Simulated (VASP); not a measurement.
# PbO (Litharge): structure and properties in VASP, part 6 of 6

Aim: relax PbO (Litharge), then compute properties on the relaxed cell. The start is a cell from a database of measured crystal structures.

VASP 6.6.1, plane waves and PAW; the level of theory is named at each step.

Still holding for the runs below: Spin-orbit coupling is off here; with elements this heavy it splits and shifts levels by tenths of an eV or more.

So far, gap on the k-mesh (eV): step 2 (relaxing cell and atoms (LDA)) 1.03; step 6 (density of states (LDA)) 1.01; step 7 (independent-particle dielectric function (LDA)) 1.01; step 9 (starting orbitals for the hybrid) 1.03.

The database entry behind the starting cell differs from later determinations by our own check (an axis about 0.4 % long against later determinations), so it need not match the best structure at ambient conditions.

### 11. Band structure (TB-mBJ)

This step: TB-mBJ; plane waves and PAW (Pb_d, O) (VASP 6.6.1).

Levels along the symmetry lines show where the bands peak and cross; KPOINTS_OPT computes them in the converged potential. TB-mBJ is a local potential fitted to gaps: it costs far less than a hybrid but gives no energy.

File INCAR:

```
SYSTEM = PbO
PREC = Accurate
ENCUT = 520
EDIFF = 1E-06
NELM = 150
ISMEAR = 0
SIGMA = 0.05
LREAL = .FALSE.
ALGO = Normal
METAGGA = MBJ
LASPH = .TRUE.
NBANDS = 34
LORBIT = 11
LWAVE = .FALSE.
LCHARG = .FALSE.
KPAR = 4
```

File POSCAR:

```
PbO
1.0
    3.9476962255      0.0000000000      0.0000000000
    0.0000000000      3.9476962255      0.0000000000
    0.0000000000      0.0000000000      4.8719423396
Pb O
2 2
Direct
    0.0000000000      0.5000000000      0.2422465217
    0.5000000000      0.0000000000      0.7577534783
    0.0000000000      0.0000000000      0.0000000000
    0.5000000000      0.5000000000      0.0000000000
```

File KPOINTS:

```
Automatic mesh
0
Gamma
6 6 5
0 0 0
```

File KPOINTS_OPT:

```
Line mode
16
Line-mode
Reciprocal
  0.00000000   0.00000000   0.00000000 GAMMA
  0.00000000   0.50000000   0.00000000 X

  0.00000000   0.50000000   0.00000000 X
  0.50000000   0.50000000   0.00000000 M

  0.50000000   0.50000000   0.00000000 M
  0.00000000   0.00000000   0.00000000 GAMMA

  0.00000000   0.00000000   0.00000000 GAMMA
  0.00000000   0.00000000   0.50000000 Z

  0.00000000   0.00000000   0.50000000 Z
  0.00000000   0.50000000   0.50000000 R

  0.00000000   0.50000000   0.50000000 R
  0.50000000   0.50000000   0.50000000 A

  0.50000000   0.50000000   0.50000000 A
  0.00000000   0.00000000   0.50000000 Z

  0.00000000   0.50000000   0.00000000 X
  0.00000000   0.50000000   0.50000000 R

  0.50000000   0.50000000   0.00000000 M
  0.50000000   0.50000000   0.50000000 A
```

The projector-augmented-wave data sets are Pb_d and O (LDA family, release 64).

Command:

```bash
> mpirun -np 4 vasp_std
```

Output:

```text
[banner, memory and clock lines left out]
running    4 mpi-ranks, on    1 nodes
 distrk:  each k-point on    1 cores,    4 groups
 distr:  one band on    1 cores,    1 groups

 POSCAR found type information on POSCAR PbO
 POSCAR found :  2 types and       4 ions
 [... a notice as in an earlier step ...]

 LDA part: xc-table for (None), standard interpolation
 POSCAR, INCAR and KPOINTS ok, starting setup
 FFT: planning ... GRIDC
 FFT: planning ... GRID_SOFT
 FFT: planning ... GRID
 WAVECAR not read
 entering main loop
       N       E                     dE             d eps       ncg     rms          rms(c)
DAV:   1    -0.180413053520E+03   -0.18041E+03   -0.18763E+04  2048   0.142E+03
DAV:   2    -0.619763422555E+03   -0.43935E+03   -0.40940E+03  2104   0.403E+02
DAV:   3    -0.677242098364E+03   -0.57479E+02   -0.55869E+02  2424   0.157E+02
DAV:   4    -0.679845638203E+03   -0.26035E+01   -0.25961E+01  2550   0.347E+01
DAV:   5    -0.679952156455E+03   -0.10652E+00   -0.10651E+00  2942   0.708E+00    0.126E+01
DAV:   6    -0.676684830683E+03    0.32673E+01   -0.48649E+01  3102   0.649E+01    0.839E+00
DAV:   7    -0.677821286027E+03   -0.11365E+01   -0.21719E+01  2446   0.349E+01    0.525E+00
DAV:   8    -0.676004379552E+03    0.18169E+01   -0.61868E+00  2320   0.127E+01    0.503E+00
DAV:   9    -0.676050697051E+03   -0.46317E-01   -0.10443E+00  2088   0.486E+00    0.452E+00
DAV:  10    -0.676573924345E+03   -0.52323E+00   -0.55878E-01  2516   0.465E+00    0.509E+00
DAV:  11    -0.671849484572E+03    0.47244E+01   -0.71168E+01  2090   0.937E+01    0.431E+00
DAV:  12    -0.675267460477E+03   -0.34180E+01   -0.63522E+01  2532   0.640E+01    0.446E+00
DAV:  13    -0.656406640950E+03    0.18861E+02   -0.92513E+01  2040   0.817E+01    0.350E+00
DAV:  14    -0.651121478804E+03    0.52852E+01   -0.12732E+02  2052   0.124E+02    0.434E+00
DAV:  15    -0.654661451716E+03   -0.35400E+01   -0.17506E+01  2906   0.384E+01    0.515E+00
DAV:  16    -0.663068127527E+03   -0.84067E+01   -0.45266E+01  3194   0.567E+01    0.499E+00
DAV:  17    -0.664741828952E+03   -0.16737E+01   -0.18516E+01  3566   0.426E+01    0.336E+00
DAV:  18    -0.665498785339E+03   -0.75696E+00   -0.83437E+00  2128   0.286E+01    0.341E+00
DAV:  19    -0.663353755428E+03    0.21450E+01   -0.59731E+01  2040   0.178E+02    0.394E+00
DAV:  20    -0.670718907225E+03   -0.73652E+01   -0.34471E+01  2146   0.257E+01    0.396E+00
DAV:  21    -0.667239319343E+03    0.34796E+01   -0.35688E+01  2306   0.432E+01    0.375E+00
DAV:  22    -0.669036316182E+03   -0.17970E+01   -0.35155E+01  2832   0.446E+01    0.336E+00
DAV:  23    -0.669634188076E+03   -0.59787E+00   -0.22221E+01  2276   0.204E+01    0.279E+00
DAV:  24    -0.669515739613E+03    0.11845E+00   -0.20783E+01  2658   0.331E+01    0.523E+00
DAV:  25    -0.669165843087E+03    0.34990E+00   -0.90937E+00  2388   0.191E+01    0.122E+00
DAV:  26    -0.669100865362E+03    0.64978E-01   -0.34419E+00  2424   0.107E+01    0.327E+00
DAV:  27    -0.668329071613E+03    0.77179E+00   -0.11928E+00  2302   0.518E+00    0.250E+00
DAV:  28    -0.668901491341E+03   -0.57242E+00   -0.37747E-01  2046   0.294E+00    0.227E+00
DAV:  29    -0.669112249764E+03   -0.21076E+00   -0.23188E-01  2528   0.305E+00    0.292E+00
DAV:  30    -0.668865307794E+03    0.24694E+00   -0.14368E-01  2130   0.181E+00    0.271E+00
[...]
DAV:  92    -0.672921550948E+03    0.19145E-04   -0.20181E-09  1026   0.431E-04    0.137E-04
DAV:  93    -0.672921536275E+03    0.14673E-04   -0.14515E-09  1026   0.266E-04    0.129E-04
DAV:  94    -0.672921511907E+03    0.24368E-04   -0.73167E-10  1026   0.260E-04    0.840E-05
DAV:  95    -0.672921496652E+03    0.15254E-04   -0.88931E-10  1026   0.178E-04    0.461E-05
DAV:  96    -0.672921472542E+03    0.24111E-04   -0.40891E-10  1026   0.157E-04    0.181E-05
DAV:  97    -0.672921466709E+03    0.58331E-05   -0.32457E-10  1026   0.123E-04    0.938E-06
DAV:  98    -0.672921463453E+03    0.32552E-05   -0.11260E-10  1026   0.838E-05    0.102E-05
DAV:  99    -0.672921453859E+03    0.95939E-05   -0.84270E-11  1026   0.657E-05    0.111E-05
DAV: 100    -0.672921451986E+03    0.18730E-05   -0.55866E-11  1026   0.569E-05    0.582E-06
DAV: 101    -0.672921448039E+03    0.39470E-05   -0.27086E-11  1026   0.401E-05    0.985E-06
DAV: 102    -0.672921446075E+03    0.19645E-05   -0.17718E-11  1026   0.286E-05    0.895E-06
DAV: 103    -0.672921446208E+03   -0.13299E-06   -0.32030E-12  1026   0.195E-05
   1 F= -.67292145E+03 E0= -.67292145E+03  d E =-.145812E-15
 Start KPOINTS_OPT (optional k-point list driver)
k-point batch [1-30\144]
       N       E                     dE             ncg
DAV:   1     0.836019384964E+04   -0.15603E+05     2050
DAV:   2    -0.455153489057E+04   -0.12912E+05     2064
DAV:   3    -0.620494432524E+04   -0.16534E+04     2416
DAV:   4    -0.628072893136E+04   -0.75785E+02     2480
DAV:   5    -0.628496054873E+04   -0.42316E+01     3406
DAV:   6    -0.628500643301E+04   -0.45884E-01     2734
DAV:   7    -0.628500761796E+04   -0.11850E-02     3070
DAV:   8    -0.628500764644E+04   -0.28484E-04     2580
DAV:   9    -0.628500764720E+04   -0.75682E-06     1834
[...]
k-point batch [121-144\144]
       N       E                     dE             ncg
DAV:   1     0.129517677088E+05   -0.26018E+05     1640
DAV:   2     0.274487286340E+04   -0.10207E+05     1672
DAV:   3     0.140377078715E+04   -0.13411E+04     1956
DAV:   4     0.134386224767E+04   -0.59909E+02     2024
DAV:   5     0.134037964725E+04   -0.34826E+01     2744
DAV:   6     0.134033774962E+04   -0.41898E-01     2254
DAV:   7     0.134033678980E+04   -0.95982E-03     2512
DAV:   8     0.134033676343E+04   -0.26372E-04     2004
DAV:   9     0.134033676276E+04   -0.66893E-06     1486
```

The job ended after 99 s (4 MPI ranks of Intel Xeon 6975P-C (Granite Rapids), shared host; peak memory 1 GiB).

OUTCAR, selected parts (step 11):

```text
   NELECT =      40.0000    total number of electrons

 E-fermi :   6.7038

 k-point     1 :       0.0000    0.0000    0.0000
  band No.  band energies     occupation
    ...
     16       1.8228      2.00000
     17       4.2480      2.00000
     18       4.3009      2.00000
     19       4.3009      2.00000
     20       6.4406      2.00000
     21       9.6648      0.00000
     22      12.3662      0.00000
     23      12.3662      0.00000
     24      12.9702      0.00000
     25      13.9830      0.00000
    ...

  Total     -120.4023730   -120.4023730   -122.2778153      0.0000000      0.0000000      0.0000000
  in kB    -2540.7154964  -2540.7154964  -2580.2908406      0.0000000      0.0000000      0.0000000
  external PRESSURE =   -2553.9072778 kB  Pullay stress =       0.0000000 kB

 POSITION                                       TOTAL-FORCE (eV/Angst)
 -----------------------------------------------------------------------------------
      0.00000      1.97385      1.18021         0.000000      0.000000      2.726408
      1.97385      0.00000      3.69173         0.000000      0.000000     -2.726408
      0.00000      0.00000      0.00000         0.000000      0.000000      0.000000
      1.97385      1.97385      0.00000         0.000000     -0.000000      0.000000
 -----------------------------------------------------------------------------------
    total drift:                                0.000000      0.000000     -0.000000

  FREE ENERGIE OF THE ION-ELECTRON SYSTEM (eV)
  ---------------------------------------------------
  free  energy   TOTEN  =      -672.9214462079 eV

  energy  without entropy=     -672.9214462079  energy(sigma->0) =     -672.92144621

[... 9 parts as in an earlier step ...]

[... 8 further parts left out ...]
```

This functional is a potential without an energy, so its energies, forces and stress mean nothing and are not read.

This step gave:

```
SCF cycles                        : 103
bands                             : 34
irreducible k-points              : 30
Fermi energy                      : 6.704 eV
least gap on mesh and path        : 1.597 eV
least direct gap on mesh and path : 3.150 eV
valence top at k                  : 0, 0, 0
least direct gap at k             : 0.5, 0.5, 0
```

The electronic bands at the labelled points (eV, zero at the valence-band top; v1 is the highest filled band, c1 the lowest empty one):

| point | v4 | v3 | v2 | v1 | c1 | c2 | c3 | c4 |
| --- | --- | --- | --- | --- | --- | --- | --- | --- |
| Γ | -2.19 | -2.14 | -2.14 | 0.00 | 3.22 | 5.93 | 5.93 | 6.53 |
| 0.47 of the way | -2.81 | -2.47 | -2.32 | -0.27 | 4.13 | 4.22 | 6.23 | 6.55 |
| X | -3.41 | -3.41 | -1.88 | -1.88 | 4.05 | 4.05 | 7.17 | 7.17 |
| 0.53 of the way | -2.40 | -2.40 | -1.74 | -1.74 | 2.88 | 2.88 | 6.01 | 6.01 |
| M | -1.76 | -1.76 | -1.55 | -1.55 | 1.60 | 1.60 | 6.02 | 6.02 |
| 0.47 of the way | -3.18 | -3.03 | -1.75 | -0.73 | 3.25 | 4.02 | 5.34 | 5.94 |
| Γ | -2.19 | -2.14 | -2.14 | 0.00 | 3.22 | 5.93 | 5.93 | 6.53 |
| 0.47 of the way | -2.21 | -2.15 | -2.15 | -0.40 | 2.96 | 5.02 | 5.02 | 5.71 |
| Z | -2.23 | -2.16 | -2.16 | -1.26 | 2.94 | 4.37 | 4.37 | 4.70 |
| 0.53 of the way | -2.76 | -2.58 | -1.34 | -1.25 | 2.73 | 3.99 | 5.09 | 7.27 |
| R | -3.37 | -3.37 | -1.26 | -1.26 | 3.65 | 3.65 | 6.76 | 6.76 |
| 0.53 of the way | -2.12 | -2.12 | -1.74 | -1.74 | 4.00 | 4.00 | 5.09 | 5.09 |
| A | -2.33 | -2.33 | -1.56 | -1.56 | 3.74 | 3.74 | 5.72 | 5.72 |
| 0.47 of the way | -3.04 | -1.76 | -1.74 | -1.40 | 3.20 | 3.98 | 4.67 | 6.70 |
| Z | -2.23 | -2.16 | -2.16 | -1.26 | 2.94 | 4.37 | 4.37 | 4.70 |
| jump to X | -3.41 | -3.41 | -1.88 | -1.88 | 4.05 | 4.05 | 7.17 | 7.17 |
| 0.47 of the way | -3.39 | -3.39 | -1.57 | -1.57 | 3.86 | 3.86 | 6.98 | 6.98 |
| R | -3.37 | -3.37 | -1.26 | -1.26 | 3.65 | 3.65 | 6.76 | 6.76 |
| jump to M | -1.76 | -1.76 | -1.55 | -1.55 | 1.60 | 1.60 | 6.02 | 6.02 |
| 0.47 of the way | -2.03 | -2.03 | -1.55 | -1.55 | 2.32 | 2.32 | 6.27 | 6.27 |
| A | -2.33 | -2.33 | -1.56 | -1.56 | 3.74 | 3.74 | 5.72 | 5.72 |

Of the projections kept (Pb, O), the largest for each band there; the rest of the weight can lie on other orbitals:

| point | v4 | v3 | v2 | v1 | c1 | c2 | c3 | c4 |
| --- | --- | --- | --- | --- | --- | --- | --- | --- |
| Γ | O 0.93 | O 0.92 | O 0.92 | O 0.56 | Pb 0.83 | Pb 0.70 | Pb 0.70 | Pb 1.00 |
| X | O 0.83 | O 0.83 | O 0.60 | O 0.60 | Pb 0.65 | Pb 0.65 | Pb 0.81 | Pb 0.81 |
| M | Pb 0.58 | Pb 0.58 | O 0.97 | O 0.97 | Pb 0.86 | Pb 0.86 | Pb 0.85 | Pb 0.85 |
| Γ | O 0.93 | O 0.92 | O 0.92 | O 0.56 | Pb 0.83 | Pb 0.70 | Pb 0.70 | Pb 1.00 |
| Z | O 0.93 | O 0.91 | O 0.91 | O 0.77 | Pb 0.93 | Pb 0.93 | Pb 0.93 | Pb 0.88 |
| R | O 0.84 | O 0.84 | O 0.67 | O 0.67 | Pb 0.50 | Pb 0.50 | Pb 0.87 | Pb 0.87 |

The gap moves by +0.59 eV against LDA.

### 12. Results

```yaml
relaxed_volume: 18.98 Å³/atom
relaxed_conventional_cell_a_b_c: 3.948, 3.948, 4.872 Å
space_group_after_relaxing_within_0p02_a: P4/nmm (No. 129)
band_gap: 1.01 eV, indirect (least direct gap of that run 2.15 eV)
gap_among_the_points_of_the_dos_mesh_alone_an_upper_bound: 1.01 eV
strongest_peak_of_eps_2_mean_over_directions: 4.36 eV
eps_1_at_zero_frequency_no_local_fields_mean: 7.36
band_gap_lda_soc: 0.991 eV, indirect (least direct gap of that run 2.18 eV)
band_gap_hse06: 1.72 eV, indirect (least direct gap of that run 3.34 eV)
band_gap_tb_mbj: 1.60 eV, indirect (least direct gap of that run 3.15 eV)
```

What this shows: With LDA, PbO (Litharge) relaxes to 18.98 Å³/atom in space group P4/nmm (held by the symmetry of the run) and has an indirect gap of 1.01 eV (1.72 eV with HSE06). Against the listed cell the volume lies -4.8 % (a -1.1 %, c -2.8 %). Band structure (LDA): The path shows an indirect gap of 1.01 eV (valence top between M and Γ, conduction bottom at M). The least direct gap is 2.15 eV. Band structure (LDA + SOC): On this path the gap is indirect, 0.99 eV, with the valence top between M and Γ and the conduction bottom at M. The least direct gap is 2.18 eV. Bands along the symmetry lines (HSE06): On this path the gap is indirect, 1.72 eV, with the valence top between Γ and X and the conduction bottom at M. The least direct gap is 3.34 eV. Band structure (TB-mBJ): The path shows an indirect gap of 1.60 eV (valence top at Γ, conduction bottom at M). The least direct gap is 3.15 eV. The other levels ran on the cell relaxed with LDA, and without spin-orbit coupling unless named. LASPH was switched on together with spin-orbit coupling, so shifts put down to the coupling hold both changes. Semilocal functionals usually underestimate gaps. No search among competing phases was made, and a listed structure need not be the one stable at ambient conditions. All values are for a static lattice at zero temperature.

[Lines on the potential files, build, host, timing and source positions are cut from VASP's logs without a mark.]

[Logs are printed without paths, hosts, clocks, repeated set-up lines and the standing remarks that a program may print on its own settings, such as how far it seeks lower states.]

[Hosts, paths, dates, database ids (printed as entryN), source tags and the programs' standing remarks are cut or masked in the printed files.]

[A measured line is paired with the nearest computed mode of its activity, which favours agreement.]
